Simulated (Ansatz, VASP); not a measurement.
**Cross-check of Ta4H between VASP and Ansatz**

Aim: how closely do two programs agree when they are given the same cell, functional and k mesh? Of the first pair: The structure shown is the start of the Ansatz relaxation below; VASP solves that cell, so the two are compared at the walk's first step.

Main program and level: Ansatz 0.2.0; plane waves, with VASP 6.6.1 beside it; PBE.

## 1. The structure

The cell holds 5 atoms: 4 Ta and 1 H. Cell: a = 3.320 Å, b = 2.875 Å, c = 22.639 Å, α = 90.0°, β = 90.0°, γ = 54.7°. It derives from Ta. Vacuum lies along c.

## 2. Ansatz: relaxation, PBE

Ansatz runs on its PAW soft_1 files.

The two programs are compared at the cell with which this relaxation starts, whose forces are those of its first step.

File input.yaml:

```yaml
crystal:
  lattice:
    - [3.3199269428, 0.0, 0.0]
    - [1.6599634714, 2.3475393982, 0.0]
    - [0.0, 0.0, 22.639263862]
  atoms:
    - { symbol: Ta, position: [0.5, 0.0, 0.332276] }
    - { symbol: Ta, position: [0.0, 0.0, 0.43597] }
    - { symbol: Ta, position: [0.5, 0.0, 0.539663] }
    - { symbol: Ta, position: [0.0, 0.0, 0.643357] }
    - { symbol: H, position: [0.375, 0.25, 0.667724] }
  periodic: [true, true, false]
kpoints:
  mp_grid: { grid: [12, 12, 1] }
hamiltonian:
  xc: pbe
  pseudopotentials: { kind: paw, azcp: { folder: soft_1 } }
scf:
  occupations: { method: methfessel_paxton, width: 0.15 }
output:
  forces: true
  eigenvalues: true
relax:
  adjacent_minimum: "off"
  f_tol: 0.003
  max_steps: 120
  constraints: [{ sites: [0, 1] }]
```

On the command line:

```
$ ansatz run input.yaml --threads 8 --pin off --max-ram 20480MiB --backend cpu --events-out ev --progress --plain --runs-dir out
```

Numbers of over 12 decimals in the logs are rounded to 6 here.

The log of the run:

```text
Warning: crystal.periodic: the lattice vector that does not repeat stood 0.000° off the slab's normal, 22.639 Å along it as the deck builds it. The run solves the slab on a vector along the normal, 38.989 Å long, with every atom where it was (on the deck's vector they left 15.04 Å outside them, and the widest stretch free of ions among them is 2.35 Å). A fractional position that the run reports is one of the run's ce [...]
The last accepted step is kept in <dir> (removed where the run ends without a failure and the disk answers)
crystal.periodic: the lattice vector that does not repeat stood 0.000° off the slab's normal, 22.639 Å along it as the deck builds it. The run solves the slab on a vector along the normal, 38.989 Å long, with every atom where it was (on the deck's vector they left 15.04 Å outside them, and the widest stretch free of ions among them is 2.35 Å). A fractional position that the run reports is one of the run's cell, which [...]
Engine: ansatz 0.2.0, x86_64-unknown-linux-gnu
Pseudopotentials: kind: paw
Pseudopotential: Ta, paw, valence charge 13, recommended cutoff 420 eV (normal), soft_1/Ta.paw.azcp
Pseudopotential: H, paw, valence charge 1, recommended cutoff 420 eV (normal), soft_1/H.paw.azcp
Functional definition: PBE
  parameter kappa = 0.804
  parameter beta = 0.066725
  exchange = pbe_x(kappa = kappa, mu = beta*pi^2/3)
  correlation = pbe_c(beta = beta)
Crystal: 5 atoms, lattice volume = 303.864 Å³
Basis set: ecut = 420 eV, 5933 PW (Γ), exchange–correlation on 48×40×540 points (8 copies of the dense FFT grid, shifted against one another)
Bands: 32, of which v1, the nominal top of the filled ones, is band 27 counted from 1 (26 counted from 0)
Symmetry: 2 space group operations
Space group: Cm (ITA 8), of the structure as read, at distance tolerance 6.7e-5 Å
k-points: 43 of 144 (time reversal used)
Non-local potential: Ta, projectors of the file, l = 0: 3, l = 1: 2, l = 2: 2, l = 3: 1
Non-local potential: H, projectors of the file, l = 0: 2, l = 1: 1
PAW form: soft (Blöchl's): semilocal exchange-correlation on the pseudo side does not see the compensation charge
PAW one-centre angular grid: Ta, 590 points (default); XC on 64 Gauss nodes
PAW one-centre angular grid: H, 110 points (default); XC on 64 Gauss nodes
Initial density: superposition of atomic densities (neutral atoms: chi_scale 0, normalization atom)
Initial wavefunctions: pseudopotential atomic-orbital guess
Functional: x = pbe(κ = 0.804, μ = 0.219515), c = pbe(β = 0.066725)
SCF iter   1: F=—  HF=-39749.944254 eV  |F-HF|=—  |Δ(HF+E_count)|=         —  Δρ=3.64e-2  dr2=5.57e1  ethr=3.10e-3  ⟨swp⟩=11.6  Hψ=9982  notcnv=0
[...]
SCF iter   2: F=—  HF=-39747.439133 eV  |F-HF|=—  |Δ(HF+E_count)|=   1.24e-2  S|Δr|=    0.00e0  Δρ=1.11e-3  dr2=4.82e-3  ethr=3.94e-4  ⟨swp⟩=3.1  Hψ=2248  notcnv=0  defer=15
SCF iter   3: F=—  HF=-39747.438425 eV  |F-HF|=—  |Δ(HF+E_count)|=   7.07e-4  S|Δr|=    0.00e0  Δρ=4.07e-4  dr2=1.20e-3  ethr=9.10e-6  ⟨swp⟩=4.1  Hψ=3379  notcnv=0  defer=15
SCF iter   4: F=—  HF=-39747.438194 eV  |F-HF|=—  |Δ(HF+E_count)|=   2.32e-4  S|Δr|=    0.00e0  Δρ=1.20e-4  dr2=1.35e-4  ethr=2.26e-6  ⟨swp⟩=3.3  Hψ=2915  notcnv=0  defer=15
SCF iter   5: F=-39747.438166 eV  HF=-39747.438175 eV  |F-HF|=9.35e-6  |Δ(HF+E_count)|=   1.88e-5  S|Δr|=    0.00e0  Δρ=3.86e-5  dr2=1.48e-5  ethr=2.97e-8  ⟨swp⟩=16.0  Hψ=10264  notcnv=0
SCF 3 converged in 5 iterations: F = -39747.438166 eV  dr2 = 1.48e-5
relax step   3: F+E_penalty+E_count = -39747.43816578 eV  Δ(F+E_penalty+E_count) = -4.815e-2 eV  max|allowed force component| = 2.178e-1 eV/Å  Δτ_max = 0.1977 Å  (5 SCF iters, dr2 threshold 1.57e-5 eV, accepted)
[...]
relax step   4: F+E_penalty+E_count = -39747.44829632 eV  Δ(F+E_penalty+E_count) = -1.013e-2 eV  max|allowed force component| = 1.704e-1 eV/Å  Δτ_max = 0.0814 Å  (6 SCF iters, dr2 threshold 7.58e-6 eV, accepted)
[...]
relax step   5: F+E_penalty+E_count = -39747.45181539 eV  Δ(F+E_penalty+E_count) = -3.519e-3 eV  max|allowed force component| = 2.309e-2 eV/Å  Δτ_max = 0.0299 Å  (5 SCF iters, dr2 threshold 5.47e-6 eV, accepted)
[...]
relax step   6: F+E_penalty+E_count = -39747.45189703 eV  Δ(F+E_penalty+E_count) = -8.163e-5 eV  max|allowed force component| = 1.123e-3 eV/Å  Δτ_max = 0.0068 Å  (6 SCF iters, dr2 threshold 3.33e-8 eV, accepted)
[...]
relax step   7: F+E_penalty+E_count = -39747.45189703 eV  Δ(F+E_penalty+E_count) = -2.474e-9 eV  max|allowed force component| = 1.058e-3 eV/Å  Δτ_max = 0.0000 Å  (2 SCF iters, accepted)
SCF converged after 2 iterations
Stability not checked: this state was not tested for a lower state beside it, because cold or Methfessel-Paxton smearing, or corrected tetrahedra, fill the levels in a way that the test cannot read (fill_not_monotonic; see scf.lower_state_search)
Free energy (F): -39747.451897 eV
Harris-Foulkes:  -39747.451897 eV  (|F-HF|=6.29e-9)
Internal energy: -39747.450117 eV  (E = F + TS)
E sigma→0 (E₀):  -39747.451452 eV
Entropy (-TS):   -0.001781 eV (-0.356 meV/atom)
Fermi energy:    -4.589115 eV
--- Per-component energies (eV) ---
  E_band       = -1639.072357
  E_kinetic    = 1581.367986
  E_local      = -219093.493671  (includes V_loc(G=0)·N_el)
  E_nonlocal   = -43.653765
  E_hartree    = 108635.554249
  E_xc         = -1290.728400
  E_vxc        = -941.814589  (∫ρ·V_xc dr)
  E_paw        = -33218.803352  (= ΣΔE_a)
  E_vpaw       = -412.590688  (= ΣTr[D̂ρ^β])
  E_aug_tail   = -0.000544  (compensation charges beyond the density's cutoff)
  E_ewald      = 103682.307380
  E_smearing   = -0.001781  (= −TS)
  E_closure    = -0.000000  (closes the sum)
  Σ components = -39747.451897   (vs F -39747.451897, Δ=0.00e0)
--- Forces (eV/Å), atoms counted from 1 ---
  atom   1  Ta     0.00000000    -0.02000059     0.43653986
  atom   2  Ta     0.00000000     0.02118957    -0.43733684
  atom   3  Ta     0.00000000    -0.00053708     0.00102475
  atom   4  Ta     0.00000000    -0.00082287    -0.00105799
  atom   5  H      0.00000000     0.00017481     0.00083107
  max |Σ_I F_I| component: 3.84e-6 eV/Å
--- Band table (eV; the first three rows and the last of 43) ---
  k-point 0: bands = [... 23 lower, -4.9367, -4.9072, -4.4932, -4.1452, -3.9798, -3.6739, -3.5306, -2.2858, ... 1 higher]
  k-point 1: bands = [... 23 lower, -4.9171, -4.6695, -4.5011, -4.1682, -3.9828, -3.8736, -3.6925, -2.4149, ... 1 higher]
  k-point 2: bands = [... 23 lower, -4.8586, -4.5333, -4.3185, -4.2498, -4.1577, -3.6828, -3.6265, -3.2481, ... 1 higher]
  k-point 42: bands = [... 23 lower, -5.7634, -5.3984, -5.2238, -4.7381, -4.4341, -4.2379, -2.4396, -2.1700, ... 1 higher]
--- Relaxed structure (7 steps of the walk, 7 accepted, 0 SCFs on fresh bases) ---
  F+E_penalty+E_count = -39747.45189703 eV   max|allowed force component| = 1.058e-3 eV/Å
  cell:  # Å, volume = 303.8638 Å³
    - [3.3199269428, 0.0, 0.0]
    - [1.6599634714, 2.3475393982, 0.0]
    - [0.0, 0.0, 38.988592]
  atoms:
    - { symbol: Ta, position: [0.5, 0.0, 0.192941] }
    - { symbol: Ta, position: [0.0, 0.0, 0.253152] }
    - { symbol: Ta, position: [0.503755, -0.00750958, 0.312568] }
    - { symbol: Ta, position: [0.00862563, -0.017251, 0.371969] }
    - { symbol: H, position: [0.365839, 0.268323, 0.398648] }
```

## 3. VASP: single point, PBE, start cell, pair 1

The same cell, functional, mesh and smearing now go to VASP, with its own data sets.

Lines of VASP's logs that name or quote its potential files are left out, and so is its time.

File INCAR:

```
SYSTEM = Ta4H
PREC = Accurate
ENCUT = 400
EDIFF = 1E-06
NELM = 120
ISMEAR = 1
SIGMA = 0.15
LREAL = .FALSE.
ALGO = Normal
GGA = PE
NBANDS = 28
LASPH = .TRUE.
LORBIT = 11
LWAVE = .FALSE.
LCHARG = .FALSE.
ISIF = 2
LDIPOL = .TRUE.
IDIPOL = 3
DIPOL = 0.5 0.5 0.529
LVHAR = .TRUE.
GGA_COMPAT = .FALSE.
NELMDL = -8
KPAR = 2
```

File POSCAR:

```
Ta4H
1.0
    3.3199269428      0.0000000000      0.0000000000
    1.6599634714      2.3475393982      0.0000000000
    0.0000000000      0.0000000000     22.6392638620
Ta H
4 1
Direct
    0.4999998580      0.0000000000      0.3322759983
    0.9999998580      0.0000000000      0.4359700059
    0.4999998580      0.0000000000      0.5396629976
    0.9999998580      0.0000000000      0.6433570053
    0.3749998260      0.2500000641      0.6677240078
```

File KPOINTS:

```
Automatic mesh
0
Gamma
12 12 1
0 0 0
```

Potentials, in the order of the species: Ta_pv and H (PBE family, release 64).

On the command line:

```
$ mpirun -np 2 vasp_std
```

The log of the run:

```text
[banner, memory and clock lines left out]
running    2 mpi-ranks, on    1 nodes
 distrk:  each k-point on    1 cores,    2 groups
 distr:  one band on    1 cores,    1 groups

 POSCAR found type information on POSCAR TaH
 POSCAR found :  2 types and       5 ions
 LDA part: xc-table for (Slater+PW92), standard interpolation
 POSCAR, INCAR and KPOINTS ok, starting setup
 FFT: planning ... GRIDC
 FFT: planning ... GRID_SOFT
 FFT: planning ... GRID
 WAVECAR not read
 entering main loop
       N       E                     dE             d eps       ncg     rms          rms(c)
DAV:   1     0.300098145122E+03    0.30010E+03   -0.23331E+04  3104   0.117E+03
DAV:   2    -0.393329196379E+02   -0.33943E+03   -0.33383E+03  2920   0.342E+02
DAV:   3    -0.524429637204E+02   -0.13110E+02   -0.12639E+02  3028   0.606E+01
DAV:   4    -0.529594922121E+02   -0.51653E+00   -0.50958E+00  3424   0.103E+01
DAV:   5    -0.529752551509E+02   -0.15763E-01   -0.15643E-01  3340   0.146E+00
DAV:   6    -0.529757810515E+02   -0.52590E-03   -0.52356E-03  3576   0.235E-01
DAV:   7    -0.529758012429E+02   -0.20191E-04   -0.20140E-04  3284   0.390E-02
DAV:   8    -0.529758026606E+02   -0.14177E-05   -0.14160E-05  2912   0.760E-03    0.276E+01
DAV:   9    -0.771254178115E+02   -0.24150E+02   -0.24366E+02  3676   0.637E+01    0.222E+01
DAV:  10    -0.893430378292E+02   -0.12218E+02   -0.10335E+03  3976   0.643E+01    0.245E+01
DAV:  11    -0.563190408703E+02    0.33024E+02   -0.33286E+02  3336   0.499E+01    0.147E+01
DAV:  12    -0.499933063823E+02    0.63257E+01   -0.49970E+01  3364   0.241E+01    0.678E+00
DAV:  13    -0.493472424796E+02    0.64606E+00   -0.66312E+00  3224   0.906E+00    0.392E+00
DAV:  14    -0.493105396793E+02    0.36703E-01   -0.43217E-01  3204   0.410E+00    0.344E+00
[...]
DAV:  27    -0.489208848935E+02   -0.40965E-04   -0.12545E-05  2544   0.186E-02    0.705E-03
DAV:  28    -0.489209338076E+02   -0.48914E-04   -0.57399E-06  2116   0.994E-03    0.409E-03
DAV:  29    -0.489209644508E+02   -0.30643E-04   -0.63129E-06  2048   0.121E-02    0.166E-03
DAV:  30    -0.489209743512E+02   -0.99004E-05   -0.16752E-06  1804   0.541E-03    0.159E-03
DAV:  31    -0.489209760319E+02   -0.16807E-05   -0.32182E-07  1684   0.284E-03    0.112E-03
DAV:  32    -0.489209771245E+02   -0.10926E-05   -0.12804E-07  1572   0.145E-03    0.983E-04
DAV:  33    -0.489209782208E+02   -0.10963E-05   -0.28338E-07  1596   0.205E-03    0.542E-04
DAV:  34    -0.489209787743E+02   -0.55353E-06   -0.12911E-07  1500   0.139E-03
   1 F= -.48920979E+02 E0= -.48919062E+02  d E =-.575085E-02
```

OUTCAR, selected parts (step 3):

```text
ion  position               nearest neighbor table
   1  0.500  0.000  0.332-   2 2.88   2 2.88   2 3.32   2 3.32
   2  1.000  0.000  0.436-   3 2.88   3 2.88   1 2.88   1 2.88   3 3.32   3 3.32   1 3.32   1 3.32

  LATTYP: Found a base centered orthorhombic cell.
 ALAT       =     3.3199269428
 B/A-ratio  =     1.4142114803
 C/A-ratio  =     6.8192054380

 Subroutine GETGRP returns: Found  2 space group operations
 (whereof  2 operations were pure point group operations)

The static configuration has the point symmetry C_1h.

 Found     43 irreducible k-points:

   k-points           NKPTS =     43   k-points in BZ     NKDIM =     43   number of bands    NBANDS=     28

   dimension x,y,z NGX =    24 NGY =   20 NGZ =  150
   dimension x,y,z NGXF=    48 NGYF=   40 NGZF=  300

   ENCUT  =  400.0 eV  29.40 Ry    5.42 a.u.   5.41  4.69 36.92*2*pi/ulx,y,z

   NELECT =      45.0000    total number of electrons

 k-points in reciprocal lattice and weights: Automatic mesh
   0.00000000  0.00000000  0.00000000       0.007
   0.08333333 -0.00000000  0.00000000       0.028
   0.16666667 -0.00000000  0.00000000       0.028
   0.25000000 -0.00000000  0.00000000       0.028
   0.33333333  0.00000000  0.00000000       0.028
   0.41666667  0.00000000  0.00000000       0.028
   0.50000000 -0.00000000  0.00000000       0.014
   0.00000000  0.08333333  0.00000000       0.014
   0.16666667  0.08333333  0.00000000       0.014
[...]
-0.08333333  0.41666667  0.00000000       0.028
   0.00000000  0.50000000  0.00000000       0.007

 dipolmoment           0.000000      0.000000     -0.015497 electrons x Angstroem

 average (electrostatic) potential at core
       1 -42.7137       2 -42.2779       3 -42.2116       4 -42.4662       5 -38.0646

 E-fermi :  -0.2420

 k-point     1 :       0.0000    0.0000    0.0000
  band No.  band energies     occupation
    ...
     18      -1.3487      2.00000
     19      -0.9502      2.00000
     20      -0.6330      2.00142
     21      -0.5401      2.01666
     22      -0.4203      2.07050
     23       0.1367     -0.00208
     24       0.2825     -0.00001
     25       0.6493     -0.00000
     26       0.9112     -0.00000
     27       2.1071     -0.00000
    ...

 k-point     2 :       0.0833   -0.0000    0.0000
  band No.  band energies     occupation
    ...
     18      -1.3668      2.00000
     19      -1.0194      2.00000
     20      -0.7090      2.00010
     21      -0.5711      2.00814
     22      -0.4661      2.05579
     23       0.0793     -0.00984
     24       0.3248     -0.00000
     25       0.4066     -0.00000
     26       0.9486     -0.00000
     27       2.1164     -0.00000
    ...

 k-point     3 :       0.1667   -0.0000    0.0000
  band No.  band energies     occupation
    ...
     19      -1.1940      2.00000
     20      -0.8940      2.00000
     21      -0.7063      2.00011
     22      -0.4838      2.04501
     23      -0.2364      0.93729
     24      -0.1622      0.22613
     25       0.7912     -0.00000
     26       1.1160     -0.00000
     27       2.1600     -0.00000
     28       2.5835     -0.00000

  Total       -1.3553108     -0.6288951     -0.8689134      0.0000000      0.0770624      0.0000000
  in kB      -12.3068176     -5.7106442     -7.8901157      0.0000000      0.6997600      0.0000000
  external PRESSURE =      -8.6358591 kB  Pullay stress =       0.0000000 kB

  energy-cutoff  :      400.00
  volume of cell :      176.44
      direct lattice vectors                 reciprocal lattice vectors
     3.319926943  0.000000000  0.000000000     0.301211447 -0.212988971  0.000000000
     1.659963471  2.347539398  0.000000000     0.000000000  0.425977941  0.000000000
     0.000000000  0.000000000 22.639263862     0.000000000  0.000000000  0.044171048

 POSITION                                       TOTAL-FORCE (eV/Angst)
 -----------------------------------------------------------------------------------
      1.65996      0.00000      7.52248        -0.000000     -0.007042      0.488089
      3.31993      0.00000      9.87004         0.000000      0.039323     -0.275657
      1.65996      0.00000     12.21757         0.000000     -0.092721     -0.288602
      3.31993      0.00000     14.56513         0.000000      0.071412     -1.191093
      1.65996      0.58689     15.11678        -0.000000     -0.010971      1.267263
 -----------------------------------------------------------------------------------
    total drift:                                0.000490      0.000014     -0.000263

  FREE ENERGIE OF THE ION-ELECTRON SYSTEM (eV)
  ---------------------------------------------------
  free  energy   TOTEN  =       -48.9209787743 eV

  energy  without entropy=      -48.9152279200  energy(sigma->0) =      -48.91906182

 vacuum level on the upper side and lower side of the slab         4.237         4.596

 total charge
# of ion       s       p       d       tot
------------------------------------------
    1        0.373   6.083   2.357   8.813
    2        0.368   6.169   2.356   8.892
    3        0.365   6.178   2.345   8.888
    4        0.344   6.182   2.433   8.959
    5        0.611   0.028   0.000   0.639
--------------------------------------------------
tot          2.060  24.639   9.491  36.191

[... 3 further parts left out ...]
```

The run ends at a pressure of -0.86 GPa, with forces up to 1.3 eV/Å.

## 4. Side by side

Known differences besides the potentials themselves: Ansatz cuts the interaction across the vacuum, VASP repeats the sheet with a dipole correction (LDIPOL); the data sets hold 53 valence electrons in Ansatz (on its PAW soft_1 files) and 45 in VASP; the cutoff is 420 eV in Ansatz and 400 eV in VASP. Total energies have different zeros and are not compared.

Forces (eV/Å; atoms numbered as in POSCAR):

```tsv
atom	Ansatz x, y, z	VASP x, y, z
Ta1	0.000, -0.007, 0.490	0.000, -0.007, 0.488
Ta2	0.000, 0.039, -0.271	0.000, 0.039, -0.276
Ta3	0.000, -0.093, -0.292	0.000, -0.093, -0.289
Ta4	0.000, 0.067, -1.182	0.000, 0.071, -1.191
H5	0.000, -0.006, 1.256	0.000, -0.011, 1.267
```

The forces differ by 4.5 meV/Å r.m.s., which is 0.9 % of the r.m.s. force of 0.479 eV/Å (both taken over all components). Where the cell holds vacuum, a pressure given here is an average over it and none of the material.

## 5. Ansatz: relaxation, PBE

This run makes the geometry at which the two programs are then compared.

The structure compared here is the end of the Ansatz relaxation.

This is the run of step 2 again, met here at its other cell.

(Part 1 of 2 ends here.)

[Lines on the potential files, build, host, timing and source positions are cut from VASP's logs without a mark.]

[Logs are printed without paths, hosts, clocks, repeated set-up lines and the standing remarks that a program may print on its own settings, such as how far it seeks lower states.]

[Hosts, paths, dates, database ids (printed as entryN), source tags and the programs' standing remarks are cut or masked in the printed files.]
